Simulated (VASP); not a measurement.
Consider the following.

```xyz
3
Lattice="0.0000 2.8873 2.8873 2.8873 0.0000 2.8873 2.8873 2.8873 0.0000" Properties=species:S:1:pos:R:3 pbc="T T T"
Li     1.4437     1.4437     1.4437
Li     4.3310     4.3310     4.3310
Se     0.0000     0.0000     0.0000
```

Method: PBE GGA, VASP's PBE PAW potentials (set 64) (plane waves; VASP). Numerical set-up: 620 eV cut-off, 7×7×7 Γ-centred mesh, Gaussian smearing of 0.050 eV, potentials Li_sv Se.

Problem. Predict the energy per atom (σ→0), pressure.

Solution. 
| Quantity | Value |
|---|---|
| energy per atom (σ→0) | -3.681 eV/atom |
| pressure | 4.92 GPa |

Only differences to runs with the same potentials and settings are physical.

The compound is Li2Se in the antifluorite structure. It was relaxed first under an external pressure of 5 GPa.
